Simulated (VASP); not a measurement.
Zn (hcp): the bulk modulus from VASP (plane waves, PAW) at several levels of theory. Static lattice, third-order Birch-Murnaghan fit over five volumes.

```
level   bulk modulus (GPa)  error against measurement
------  ------------------  -------------------------
LDA                    101                    +45.1 %
PBE                   71.7                     +2.9 %
PBEsol                90.6                    +29.9 %
```

Measured: 69.7 GPa at 0 K (as given by Vázquez-Parga, Fernández-Martínez, Viñes, J. Chem. Theory Comput. (2023), doi:10.1021/acs.jctc.3c00612, Supporting …; zero-point energy and finite temperature contributions removed).

The cell of the LDA run:

Space group P6₃/mmc (No. 194); a = b = 2.578 Å, c = 4.742 Å, α = β = 90.00°, γ = 120.00°

| atom | site | symmetry | x | y | z |
|---|---|---|---|---|---|
| Zn | 2c | -6m2 | 0.3333 | 0.6667 | 0.2500 |

Only levels that ran to the end are used. Left out are those held back, those with too coarse a band path, GW runs whose mesh misses a band edge, hybrids' fits of cells that aren't cubic and levels without matching references; a question may draw on a part of the rest.

The compound is Zn in the hcp structure.
